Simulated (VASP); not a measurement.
Input:

```
Na2S
1.0
    0.00000     3.21661     3.21661
    3.21661     0.00000     3.21661
    3.21661     3.21661     0.00000
Na S
2 1
Direct
  0.25000   0.25000   0.25000
  0.75000   0.75000   0.75000
  0.00000   0.00000   0.00000
```

The numbers are results of PBE GGA with D3 dispersion (Becke-Johnson damping), VASP's PBE PAW potentials (set 64) (plane waves; VASP), not measurements. Numerical set-up: 520 eV cut-off, 6×6×6 Γ-centred mesh, Gaussian smearing of 0.050 eV, potentials Na_pv S.

Predict the energy per atom (σ→0), band gap (on the k-mesh) with the smallest direct gap where there is one.

```yaml
band gap (on the k-mesh): 2.65 eV
smallest direct gap (on the k-mesh): 2.65 eV
energy per atom (σ→0): -3.564 eV/atom
```

The absolute energy has meaning only against runs of the same code, potentials and settings.

The compound is Na2S in the antifluorite structure. It was relaxed first.
